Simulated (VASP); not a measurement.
# Bi2Se3 (Paraguanajuatite): optical spectrum

Aim: the dielectric function of Bi2Se3 (Paraguanajuatite) for independent particles, and its static limit with local fields. The cell has space group R-3m. The start is a cell from a database of measured crystal structures.

Calculated with VASP 6.6.1; PBE; plane waves and PAW (Bi_d, Se).

## Step 1: Starting point

The structure is trigonal, space group R-3m (No. 166). Conventional cell: a = 4.143 Å, b = 4.143 Å, c = 28.636 Å, α = 90.00°, β = 90.00°, γ = 120.00°. Nearest to Bi lie 6 Se at 2.85 to 3.07 Å. Nearest to Se lie 3 Bi at 2.85 Å. Nearest to Se lie 6 Bi at 3.07 Å. Farther neighbours and most contacts between anions are not listed.

## Step 2: Ground state

The ground state comes first.

File INCAR:

```
SYSTEM = Bi2Se3
PREC = Accurate
ENCUT = 400
EDIFF = 1E-07
NELM = 100
ISMEAR = 0
SIGMA = 0.05
LREAL = .FALSE.
ALGO = Normal
GGA = PE
NBANDS = 30
LORBIT = 11
LWAVE = .FALSE.
LCHARG = .FALSE.
KPAR = 4
```

File POSCAR:

```
Bi2Se3
1.0
    2.0715000000      1.1959810826      9.5453333333
   -2.0715000000      1.1959810826      9.5453333333
    0.0000000000     -2.3919621653      9.5453333333
Bi Se
2 3
Direct
    0.5992000000      0.5992000000      0.5992000000
    0.4008000000      0.4008000000      0.4008000000
    0.7883000000      0.7883000000      0.7883000000
    0.2117000000      0.2117000000      0.2117000000
    0.0000000000      0.0000000000      0.0000000000
```

File KPOINTS:

```
Automatic mesh
0
Gamma
6 6 6
0 0 0
```

Potentials, in the order of the species: Bi_d and Se (PBE family, release 64).

Command:

```
$ mpirun -np 4 vasp_std
```

The program printed:

```text
[banner, memory and clock lines left out]
running    4 mpi-ranks, on    1 nodes
 distrk:  each k-point on    1 cores,    4 groups
 distr:  one band on    1 cores,    1 groups

 POSCAR found type information on POSCAR BiSe
 POSCAR found :  2 types and       5 ions
 LDA part: xc-table for (Slater+PW92), standard interpolation
 POSCAR, INCAR and KPOINTS ok, starting setup
 FFT: planning ... GRIDC
 FFT: planning ... GRID_SOFT
 FFT: planning ... GRID
 WAVECAR not read
 entering main loop
       N       E                     dE             d eps       ncg     rms          rms(c)
DAV:   1     0.426740339568E+03    0.42674E+03   -0.20114E+04  1920   0.138E+03
DAV:   2     0.277397374107E+02   -0.39900E+03   -0.38541E+03  2064   0.382E+02
DAV:   3    -0.190616453447E+02   -0.46801E+02   -0.44987E+02  2524   0.145E+02
DAV:   4    -0.208802134042E+02   -0.18186E+01   -0.18057E+01  2258   0.305E+01
DAV:   5    -0.209436787345E+02   -0.63465E-01   -0.63429E-01  2598   0.555E+00    0.521E+00
DAV:   6    -0.201399676558E+02    0.80371E+00   -0.13106E+00  2490   0.783E+00    0.327E+00
DAV:   7    -0.201452866242E+02   -0.53190E-02   -0.37453E-01  2178   0.267E+00    0.169E+00
DAV:   8    -0.201528776168E+02   -0.75910E-02   -0.50159E-02  2324   0.123E+00    0.566E-01
DAV:   9    -0.201534652631E+02   -0.58765E-03   -0.24567E-03  2532   0.493E-01    0.129E-01
DAV:  10    -0.201536503299E+02   -0.18507E-03   -0.13516E-03  2172   0.192E-01    0.542E-02
DAV:  11    -0.201537240891E+02   -0.73759E-04   -0.19515E-04  2312   0.902E-02    0.302E-02
DAV:  12    -0.201537520244E+02   -0.27935E-04   -0.49713E-05  2110   0.359E-02    0.749E-03
DAV:  13    -0.201537536629E+02   -0.16385E-05   -0.45858E-06  2510   0.184E-02    0.385E-03
DAV:  14    -0.201537537187E+02   -0.55785E-07   -0.10174E-06  1844   0.632E-03    0.128E-03
DAV:  15    -0.201537537411E+02   -0.22374E-07   -0.60934E-08  1212   0.196E-03
   1 F= -.20153754E+02 E0= -.20153753E+02  d E =-.227081E-05
```

Run time: 2.5 min. Hardware: 4 MPI ranks of AMD EPYC 7R43, shared host; peak memory 2.1 GiB; 9.8 min of CPU time.

Lines that name or quote the potential files are left out of all logs, and their timing lines are given in words.

Parts of OUTCAR (step 2):

```text
ion  position               nearest neighbor table
   1  0.599  0.599  0.599-   4 2.85   4 2.85   4 2.85   5 3.07   5 3.07   5 3.07
   2  0.401  0.401  0.401-   3 2.85   3 2.85   3 2.85   5 3.07   5 3.07   5 3.07
   3  0.788  0.788  0.788-   2 2.85   2 2.85   2 2.85
   4  0.212  0.212  0.212-   1 2.85   1 2.85   1 2.85
   5  0.000  0.000  0.000-   1 3.07   1 3.07   2 3.07   2 3.07   1 3.07   2 3.07

  LATTYP: Found a trigonal (rhomboedric) cell.
 ALAT       =     9.8404710987
 COS(alpha) =     0.9113725833

 Subroutine GETGRP returns: Found 12 space group operations
 (whereof 12 operations were pure point group operations)

The static configuration has the point symmetry D_3d.

 Found     32 irreducible k-points:

   k-points           NKPTS =     32   k-points in BZ     NKDIM =     32   number of bands    NBANDS=     30

   dimension x,y,z NGX =    64 NGY =   64 NGZ =   64
   dimension x,y,z NGXF=   128 NGYF=  128 NGZF=  128

   ENCUT  =  400.0 eV  29.40 Ry    5.42 a.u.  16.05 16.05 16.05*2*pi/ulx,y,z

   NELECT =      48.0000    total number of electrons

 k-points in reciprocal lattice and weights: Automatic mesh
   0.00000000  0.00000000  0.00000000       0.005
   0.16666667  0.00000000 -0.00000000       0.028
   0.33333333 -0.00000000 -0.00000000       0.028
   0.50000000  0.00000000 -0.00000000       0.014
   0.16666667  0.16666667 -0.00000000       0.028
   0.33333333  0.16666667 -0.00000000       0.056
   0.50000000  0.16666667 -0.00000000       0.056
  -0.33333333  0.16666667  0.00000000       0.056
  -0.16666667  0.16666667  0.00000000       0.028
[...]
-0.33333333  0.50000000  0.33333333       0.028
   0.50000000  0.50000000  0.50000000       0.005

 average (electrostatic) potential at core
       1-106.3262       2-106.3262       3 -53.1584       4 -53.1584       5 -53.0026

 E-fermi :   5.0753

 k-point     1 :       0.0000    0.0000    0.0000
  band No.  band energies     occupation
    ...
     20       3.0961      2.00000
     21       3.0961      2.00000
     22       3.7552      2.00000
     23       3.7552      2.00000
     24       4.9664      1.99793
     25       5.1843      0.00207
     26       6.3626      0.00000
     27       6.3626      0.00000
     28       7.0925      0.00000
     29       7.6846      0.00000
    ...

 k-point     2 :       0.1667    0.0000   -0.0000
  band No.  band energies     occupation
    ...
     20       3.0076      2.00000
     21       3.6561      2.00000
     22       3.6681      2.00000
     23       3.8821      2.00000
     24       4.2888      2.00000
     25       6.3181      0.00000
     26       6.7406      0.00000
     27       7.0443      0.00000
     28       7.1666      0.00000
     29       7.7266      0.00000
    ...

 k-point     3 :       0.3333   -0.0000   -0.0000
  band No.  band energies     occupation
    ...
     20       2.2479      2.00000
     21       2.5618      2.00000
     22       3.5052      2.00000
     23       3.7358      2.00000
     24       4.4027      2.00000
     25       5.9931      0.00000
     26       7.0423      0.00000
     27       7.3183      0.00000
     28       8.0104      0.00000
     29       8.6546      0.00000
    ...

  Total        2.2083467      2.2083467      2.2489530      0.0000000     -0.0000000      0.0000000
  in kB       24.9359682     24.9359682     25.3944820      0.0000000     -0.0000000      0.0000000
  external PRESSURE =      25.0888061 kB  Pullay stress =       0.0000000 kB

  energy-cutoff  :      400.00
  volume of cell :      141.89
      direct lattice vectors                 reciprocal lattice vectors
     2.071500000  1.195981083  9.545333333     0.241370987  0.139355604  0.034921078
    -2.071500000  1.195981083  9.545333333    -0.241370987  0.139355604  0.034921078
     0.000000000 -2.391962165  9.545333333     0.000000000 -0.278711209  0.034921078

 POSITION                                       TOTAL-FORCE (eV/Angst)
 -----------------------------------------------------------------------------------
      0.00000     -0.00000     17.15869         0.000000     -0.000000      0.191725
      0.00000     -0.00000     11.47731         0.000000      0.000000     -0.191725
      0.00000     -0.00000     22.57376         0.000000     -0.000000      0.188726
      0.00000     -0.00000      6.06224         0.000000      0.000000     -0.188726
      0.00000      0.00000      0.00000         0.000000      0.000000     -0.000000
 -----------------------------------------------------------------------------------
    total drift:                               -0.000000     -0.000000      0.000000

  FREE ENERGIE OF THE ION-ELECTRON SYSTEM (eV)
  ---------------------------------------------------
  free  energy   TOTEN  =       -20.1537537411 eV

  energy  without entropy=      -20.1537514703  energy(sigma->0) =      -20.15375261

 total charge
# of ion       s       p       d       tot
------------------------------------------
    1        1.621   1.064   9.962  12.647
    2        1.621   1.064   9.962  12.647
    3        1.491   2.270   0.023   3.784
    4        1.491   2.270   0.023   3.784
    5        1.472   2.325   0.021   3.818
--------------------------------------------------
tot          7.695   8.994  19.991  36.680

[... 3 further parts left out ...]
```

The gap is read on the k-mesh alone, so it is an upper bound where the band edges lie off the mesh.

Numbers from this step:

| Item | Value |
| --- | --- |
| free energy (TOTEN) | -20.15 eV |
| Fermi energy | 5.075 eV |
| pressure | 2.509 GPa |
| gap on the k-mesh | 0.2179 eV |
| least direct gap on the k-mesh | 0.2179 eV |

The cell has a gap of 0.218 eV on this mesh and a pressure of +2.5 GPa, which holds the misfit of the given cell and coordinates with this functional, and any error of cutoff, mesh and data sets. Spin-orbit coupling is left out, which can shift or reorder these edges. Forces of up to 0.19 eV/Å remain in these settings.

## Step 3: Spectrum

LOPTICS sums the direct transitions; the mesh is finer and NBANDS larger than for the ground state.

Changes to INCAR since step 2:

```diff
@@ -10,4 +10,3 @@
 GGA = PE
-NBANDS = 30
-LORBIT = 11
+NBANDS = 88
 LWAVE = .FALSE.
@@ -15 +14,4 @@
 KPAR = 4
+LOPTICS = .TRUE.
+NEDOS = 2000
+CSHIFT = 0.1
```

POSCAR is that of step 2.

File KPOINTS:

```
Automatic mesh
0
Gamma
9 9 9
0 0 0
```

Command:

```
$ mpirun -np 4 vasp_std
```

The program printed:

```text
[... set-up lines as in an earlier step ...]
 entering main loop
       N       E                     dE             d eps       ncg     rms          rms(c)
DAV:   1     0.435517336502E+03    0.43552E+03   -0.14391E+04 14976   0.472E+02
DAV:   2     0.386617193316E+02   -0.39686E+03   -0.36250E+03 15480   0.167E+02
DAV:   3    -0.189168909076E+02   -0.57579E+02   -0.55479E+02 17320   0.648E+01
DAV:   4    -0.208912427411E+02   -0.19744E+01   -0.19687E+01 18008   0.126E+01
DAV:   5    -0.209442331978E+02   -0.52990E-01   -0.52975E-01 22168   0.196E+00    0.521E+00
DAV:   6    -0.201555823070E+02    0.78865E+00   -0.69951E-02 22440   0.269E+00    0.310E+00
DAV:   7    -0.201465325671E+02    0.90497E-02   -0.12420E-01 17560   0.841E-01    0.175E+00
DAV:   8    -0.201515591643E+02   -0.50266E-02   -0.22291E-02 18256   0.385E-01    0.473E-01
DAV:   9    -0.201525545058E+02   -0.99534E-03   -0.16140E-03 17256   0.114E-01    0.997E-02
DAV:  10    -0.201527042472E+02   -0.14974E-03   -0.14940E-04 19672   0.391E-02    0.477E-02
DAV:  11    -0.201527684567E+02   -0.64210E-04   -0.59840E-05 17984   0.195E-02    0.121E-02
DAV:  12    -0.201527749822E+02   -0.65256E-05   -0.78310E-06 17856   0.968E-03    0.467E-03
DAV:  13    -0.201527753934E+02   -0.41119E-06   -0.81961E-07 18568   0.272E-03    0.178E-03
DAV:  14    -0.201527753746E+02    0.18846E-07   -0.20654E-07 16264   0.101E-03
   1 F= -.20152775E+02 E0= -.20152775E+02  d E =-.886865E-06
 optical routines
 imaginary and real dielectric function
 recalculating local potential from charge density
 direction            1
 direction            2
 direction            3
```

Elapsed: 13 min, on 4 MPI ranks; peak memory 4.7 GiB.

Parts of OUTCAR (step 3):

```text
The static configuration has the point symmetry D_3d.

 Found     85 irreducible k-points:

   k-points           NKPTS =     85   k-points in BZ     NKDIM =     85   number of bands    NBANDS=     88

   NELECT =      48.0000    total number of electrons

 E-fermi :   5.0774

 k-point     1 :       0.0000    0.0000    0.0000
  band No.  band energies     occupation
    ...
     20       3.0989      2.00000
     21       3.0989      2.00000
     22       3.7539      2.00000
     23       3.7539      2.00000
     24       4.9717      1.99721
     25       5.1831      0.00279
     26       6.3629      0.00000
     27       6.3629      0.00000
     28       7.0919      0.00000
     29       7.6851      0.00000
    ...

 k-point     2 :       0.1111    0.0000   -0.0000
  band No.  band energies     occupation
    ...
     20       3.2328      2.00000
     21       3.5587      2.00000
     22       3.6179      2.00000
     23       3.9116      2.00000
     24       4.3508      2.00000
     25       5.9850      0.00000
     26       6.6893      0.00000
     27       6.7522      0.00000
     28       7.1739      0.00000
     29       7.6740      0.00000
    ...

  Total        2.2312452      2.2312452      2.2621867      0.0000000     -0.0000000      0.0000000
  in kB       25.1945319     25.1945319     25.5439135      0.0000000     -0.0000000      0.0000000
  external PRESSURE =      25.3109924 kB  Pullay stress =       0.0000000 kB

 POSITION                                       TOTAL-FORCE (eV/Angst)
 -----------------------------------------------------------------------------------
      0.00000     -0.00000     17.15869         0.000000     -0.000000      0.166002
      0.00000     -0.00000     11.47731         0.000000      0.000000     -0.166002
      0.00000     -0.00000     22.57376         0.000000     -0.000000      0.167323
      0.00000     -0.00000      6.06224         0.000000      0.000000     -0.167323
      0.00000      0.00000      0.00000         0.000000     -0.000000     -0.000000
 -----------------------------------------------------------------------------------
    total drift:                               -0.000000     -0.000000      0.000000

  FREE ENERGIE OF THE ION-ELECTRON SYSTEM (eV)
  ---------------------------------------------------
  free  energy   TOTEN  =       -20.1527753746 eV

  energy  without entropy=      -20.1527744877  energy(sigma->0) =      -20.15277493

 plasma frequency squared (from intraband transitions) (eV^2)
  --------------------------------------------------------------------------------------
       0.000       0.000       0.000
       0.000       0.000      -0.000
       0.000      -0.000       0.000

[... 6 parts as in an earlier step ...]

[... 6 further parts left out ...]
```

These are independent-particle spectra without excitons or local fields, and fine structure depends on the mesh and on CSHIFT.

This step gave:

| Item | Value |
| --- | --- |
| Fermi energy | 5.077 eV |
| pressure | 2.531 GPa |
| gap on the k-mesh | 0.2114 eV |
| least direct gap on the k-mesh | 0.2114 eV |

Absorption under the direct gap is the tail of the CSHIFT broadening, and fine structure depends on the mesh. Imaginary dielectric function against photon energy; read off at these points:

| photon energy (eV) | xx | zz |
| --- | --- | --- |
| 0.0 | 0 | 0 |
| 0.5 | 0.563 | 1.37 |
| 1.0 | 3.72 | 6.10 |
| 1.5 | 9.44 | 10.3 |
| 2.0 | 48.2 | 19.3 |
| 2.5 | 37.3 | 46.2 |
| 3.0 | 23.1 | 32.7 |
| 3.5 | 13.8 | 17.2 |
| 4.0 | 7.89 | 9.60 |
| 4.5 | 5.27 | 4.81 |
| 5.0 | 3.76 | 3.07 |
| 5.5 | 3.03 | 1.65 |
| 6.0 | 3.26 | 1.47 |
| 6.5 | 2.98 | 1.37 |
| 7.0 | 3.01 | 2.14 |
| 7.5 | 5.73 | 4.15 |
| 8.0 | 4.41 | 4.39 |
| 8.5 | 3.01 | 4.68 |
| 9.0 | 3.05 | 3.66 |
| 9.5 | 2.19 | 2.67 |
| 10.0 | 2.01 | 2.45 |
| 10.5 | 1.55 | 1.71 |
| 11.0 | 1.43 | 1.55 |
| 11.5 | 1.48 | 1.64 |
| 12.0 | 1.41 | 1.40 |
| 12.5 | 1.25 | 1.14 |
| 13.0 | 0.955 | 1.00 |
| 13.5 | 0.832 | 0.897 |
| 14.0 | 0.778 | 0.764 |
| 14.5 | 0.701 | 0.691 |
| 15.0 | 0.657 | 0.744 |
| 15.5 | 0.570 | 0.623 |
| 16.0 | 0.518 | 0.488 |
| 16.5 | 0.548 | 0.450 |
| 17.0 | 0.442 | 0.346 |
| 17.5 | 0.297 | 0.273 |
| 18.0 | 0.280 | 0.249 |
| 18.5 | 0.269 | 0.231 |
| 19.0 | 0.247 | 0.227 |
| 19.5 | 0.213 | 0.247 |
| 20.0 | 0.196 | 0.194 |
| 20.5 | 0.178 | 0.177 |
| 21.0 | 0.155 | 0.165 |
| 21.5 | 0.139 | 0.137 |
| 22.0 | 0.124 | 0.120 |
| 22.5 | 0.120 | 0.122 |
| 23.0 | 0.129 | 0.119 |
| 23.5 | 0.137 | 0.123 |
| 24.0 | 0.178 | 0.199 |
| 24.5 | 0.341 | 0.365 |

Real dielectric function against photon energy:

| photon energy (eV) | xx | zz |
| --- | --- | --- |
| 0.0 | 23.1 | 25.6 |
| 0.5 | 24.3 | 22.4 |
| 1.0 | 28.1 | 26.7 |
| 1.5 | 35.4 | 23.1 |
| 2.0 | 36.2 | 34.0 |
| 2.5 | -5.48 | 15.5 |
| 3.0 | -6.44 | -6.87 |
| 3.5 | -10.8 | -12.3 |
| 4.0 | -8.40 | -11.4 |
| 4.5 | -5.48 | -8.04 |
| 5.0 | -3.95 | -5.23 |
| 5.5 | -2.09 | -3.47 |
| 6.0 | -1.35 | -1.67 |
| 6.5 | -0.660 | -0.168 |
| 7.0 | 0.224 | 1.38 |
| 7.5 | 0.510 | 1.72 |
| 8.0 | -2.24 | -0.0831 |
| 8.5 | -1.97 | -1.63 |
| 9.0 | -1.79 | -1.67 |
| 9.5 | -1.49 | -1.51 |
| 10.0 | -1.27 | -1.59 |
| 10.5 | -1.24 | -1.31 |
| 11.0 | -0.870 | -0.988 |
| 11.5 | -0.750 | -0.892 |
| 12.0 | -0.740 | -1.02 |
| 12.5 | -0.778 | -0.791 |
| 13.0 | -0.751 | -0.722 |
| 13.5 | -0.574 | -0.638 |
| 14.0 | -0.430 | -0.542 |
| 14.5 | -0.361 | -0.312 |
| 15.0 | -0.323 | -0.398 |
| 15.5 | -0.224 | -0.357 |
| 16.0 | -0.133 | -0.208 |
| 16.5 | -0.0761 | -0.174 |
| 17.0 | -0.157 | -0.106 |
| 17.5 | -0.0433 | -0.0255 |
| 18.0 | 0.0655 | 0.0616 |
| 18.5 | 0.132 | 0.149 |
| 19.0 | 0.190 | 0.215 |
| 19.5 | 0.219 | 0.262 |
| 20.0 | 0.282 | 0.280 |
| 20.5 | 0.332 | 0.320 |
| 21.0 | 0.384 | 0.380 |
| 21.5 | 0.424 | 0.422 |
| 22.0 | 0.480 | 0.479 |
| 22.5 | 0.535 | 0.532 |
| 23.0 | 0.592 | 0.584 |
| 23.5 | 0.645 | 0.664 |
| 24.0 | 0.735 | 0.744 |
| 24.5 | 0.814 | 0.812 |

## Step 4: Static response with local fields

Perturbation theory (LEPSILON) gives the dielectric tensor with local fields, and the Born charges.

File INCAR:

```
SYSTEM = Bi2Se3
PREC = Accurate
ENCUT = 400
EDIFF = 1E-08
NELM = 100
ISMEAR = 0
SIGMA = 0.01
LREAL = .FALSE.
ALGO = Normal
GGA = PE
NBANDS = 30
LWAVE = .FALSE.
LCHARG = .FALSE.
KPAR = 4
LEPSILON = .TRUE.
```

POSCAR is that of step 3.

KPOINTS is that of step 3.

Command:

```
$ mpirun -np 4 vasp_std
```

The program printed:

```text
[... set-up lines as in an earlier step ...]
 entering main loop
       N       E                     dE             d eps       ncg     rms          rms(c)
DAV:   1     0.427101249565E+03    0.42710E+03   -0.20055E+04  5100   0.138E+03
DAV:   2     0.283857787792E+02   -0.39872E+03   -0.38430E+03  5442   0.381E+02
DAV:   3    -0.190136456799E+02   -0.47399E+02   -0.45321E+02  6754   0.145E+02
DAV:   4    -0.208789262182E+02   -0.18653E+01   -0.18520E+01  5954   0.302E+01
DAV:   5    -0.209435081999E+02   -0.64582E-01   -0.64538E-01  6914   0.569E+00    0.521E+00
 hard stop encountered!  aborting job ...
 -----------------------------------------------------------------------------
|                                                                             |
|           W    W    AA    RRRRR   N    N  II  N    N   GGGG   !!!           |
|           W    W   A  A   R    R  NN   N  II  NN   N  G    G  !!!           |
|           W    W  A    A  R    R  N N  N  II  N N  N  G       !!!           |
|           W WW W  AAAAAA  RRRRR   N  N N  II  N  N N  G  GGG   !            |
|           WW  WW  A    A  R   R   N   NN  II  N   NN  G    G                |
|           W    W  A    A  R    R  N    N  II  N    N   GGGG   !!!           |
|                                                                             |
|     The electronic self-consistency was not achieved in the given           |
|     number of steps (NELM). The forces and other quantities evaluated       |
|     might not be reliable so examine the results carefully. If you find     |
|     spurious results, we suggest increasing NELM, if you were close to      |
|     convergence or switching to a different ALGO or adjusting the           |
|     density mixing parameters otherwise.                                    |
|                                                                             |
 -----------------------------------------------------------------------------

 soft stop encountered!  aborting job ...
```

It took 78 s on 4 MPI ranks.

The run was stopped at its time limit, by a STOPCAR file.

More ranks or a longer limit would be the way on.

## Step 5: What came out

```json
{
  "PBE, independent particles": "eps xx at zero frequency 23.1, centre of weight of eps2 xx, over the range kept, at 4.44 eV, mesh 9×9×9 (not shown to be converged at so small a direct gap)"
}
```

In words: Excitons and quasiparticle shifts are absent, so the onset can't be set against measurement and its shape can differ. Spin-orbit coupling is left out; with Bi and Se in the cell it can split or shift band edges, by an amount that depends on which atoms form them and isn't tested here, and in small-gap compounds of such heavy atoms it can invert the bands. The atoms weren't relaxed and carry forces of up to 0.19 eV/Å at PBE in the first static run, so the numbers belong to the given coordinates, and a relaxation would change them.

[Lines on the potential files, build, host, timing and source positions are cut from VASP's logs without a mark.]

[Logs are printed without paths, hosts, clocks, repeated set-up lines and the standing remarks that a program may print on its own settings, such as how far it seeks lower states.]

[Hosts, paths, dates, database ids (printed as entryN), source tags and the programs' standing remarks are cut or masked in the printed files.]
